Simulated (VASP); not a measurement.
Level of theory: r2SCAN meta-GGA, VASP's PBE PAW potentials (set 64) (plane waves; VASP 6.6.1). Each cell was relaxed at this level, without spin-orbit coupling.

Task: Which of these comes out without a gap?
A) KTaO3, Pm-3m (221)
B) BaHfO3, Pm-3m (221)
C) NaH, Fm-3m (225)
D) Cu, Fm-3m (225)

Result: D, Cu, Fm-3m (225). The others have gaps of 2.58 eV (KTaO3, Pm-3m (221)), 4.12 eV (BaHfO3, Pm-3m (221)), 4.44 eV (NaH, Fm-3m (225)).
